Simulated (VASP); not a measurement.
```xyz
5
Lattice="-1.5726 2.2617 3.5260 1.5726 -2.2617 3.5260 1.5726 2.2617 -3.5260" Properties=species:S:1:pos:R:3 pbc="T T T"
Co     0.0000     0.0000     0.0000
B      0.0000     0.9311     3.5260
B      1.5726     1.3306     0.0000
Mo     0.0000     2.2617     1.4158
Mo     1.5726     0.0000     2.1102
```

Level of theory: PBEsol GGA, VASP's PBE PAW potentials (set 64) (plane waves; VASP). Numerical set-up: 520 eV cut-off, Gaussian smearing of 0.050 eV, potentials Co B Mo_sv.

Problem. Give the energies of bands 11 to 24 at the high-symmetry points, in eV from the Fermi level.

Solution. 
| band | Γ | X | F2 | Y0 | R | W | S | T |
|---|---|---|---|---|---|---|---|---|
| 11 | -5.83 | -6.98 | -6.42 | -6.59 | -6.82 | -6.22 | -6.12 | -5.58 |
| 12 | -5.27 | -4.78 | -5.09 | -4.24 | -4.87 | -6.07 | -4.58 | -5.34 |
| 13 | -4.40 | -4.56 | -4.79 | -4.14 | -4.71 | -3.72 | -3.67 | -4.30 |
| 14 | -4.18 | -4.42 | -4.26 | -3.76 | -4.58 | -3.67 | -3.67 | -3.88 |
| 15 | -4.16 | -3.24 | -3.85 | -3.74 | -3.46 | -3.59 | -3.17 | -3.76 |
| 16 | -2.89 | -2.58 | -3.48 | -2.74 | -3.18 | -3.10 | -3.17 | -3.19 |
| 17 | -2.49 | -2.55 | -3.35 | -2.39 | -2.94 | -2.74 | -2.53 | -3.04 |
| 18 | -2.38 | -1.99 | -2.66 | -1.89 | -2.52 | -2.66 | -2.21 | -2.59 |
| 19 | -2.09 | -1.97 | -1.19 | -1.66 | -1.66 | -1.12 | -2.10 | -1.12 |
| 20 | -0.97 | -1.01 | -1.10 | -1.12 | -1.21 | -0.90 | -1.33 | -1.07 |
| 21 | -0.70 | -0.70 | -0.95 | -0.90 | -0.96 | -0.85 | -0.11 | -0.99 |
| 22 | -0.06 | -0.01 | 0.10 | -0.73 | -0.23 | 0.15 | 0.50 | 0.54 |
| 23 | 1.70 | 0.00 | 1.51 | 0.55 | 1.99 | 0.89 | 0.54 | 1.41 |
| 24 | 2.36 | 0.36 | 1.78 | 0.94 | 2.00 | 0.96 | 1.16 | 1.75 |

It has no gap at this level: it comes out as a metal or semimetal.

The structure comes from a computed database's CoMo2B2 entry (Immm); how it stands against other phases isn't given here. It was relaxed first. The run is not spin-polarised, so no magnetic state was tried. The electron count is odd and the run is not spin-polarised, which forces a metal.
